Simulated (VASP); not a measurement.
A VASP calculation is set up with these files.

**KPOINTS**
```
Automatic mesh
0
Gamma
10 10 10
0 0 0
```

**INCAR**
```
# general
SYSTEM   =  LiF
PREC     =  Accurate
ENCUT    =  600   # plane-wave cut-off (eV)
LREAL    =  .False.
LASPH    =  .True.   # aspherical one-centre terms

# electronic loop
EDIFF    =  1E-7
NELM     =  100   # most electronic steps
ALGO     =  Normal   # blocked Davidson
LMIXTAU  =  .True.

# smearing
ISMEAR   =  0   # Gaussian
SIGMA    =  0.05   # width (eV)

# functional
METAGGA  =  R2SCAN

# ions
ISIF     =  2   # forces and stress, cell fixed

# output
LWAVE    =  .False.
LCHARG   =  .False.
```

File POSCAR:
```
LiF
1
    0.0000000000     1.9896748128     1.9896748128
    1.9896748128     0.0000000000     1.9896748128
    1.9896748128     1.9896748128     0.0000000000
Li F
1 1
Direct
 -0.0376946019   0.0376946019   0.0376946019
  0.5000000000   0.5000000000   0.5000000000
```

POTCAR, in this order: Li_sv F (PBE.64 set). Program: vasp_std.

Q: Translate this r2SCAN calculation to Ansatz.

A: One equivalent input (not run):
Ansatz 0.2 input:
```yaml
crystal:
  lattice:
    - [0.0000000, 1.9896748, 1.9896748]
    - [1.9896748, 0.0000000, 1.9896748]
    - [1.9896748, 1.9896748, 0.0000000]
  atoms:
    - { symbol: Li, position: [-0.0376946, 0.0376946, 0.0376946] }
    - { symbol: F, position: [0.5000000, 0.5000000, 0.5000000] }
kpoints:
  mp_grid: { grid: [10, 10, 10] }
hamiltonian:
  xc: r2scan
  pseudopotentials: { kind: paw }
scf:
  occupations: { method: gaussian, width: 0.05 }
  max_iter: 100
output: { forces: true, stress: true, eigenvalues: true }
```
The two are equivalent in intent, not identical: each code has its own PAW files, so the cut-off isn't converted (ENCUT is set for VASP's; basis.ecutwfc is left out, and Ansatz then takes the one that its files recommend); Ansatz stops its SCF on the density residual and VASP on the energy change (EDIFF).

The compound is LiF in the rock salt structure. This cell was strained or had an atom moved on purpose.
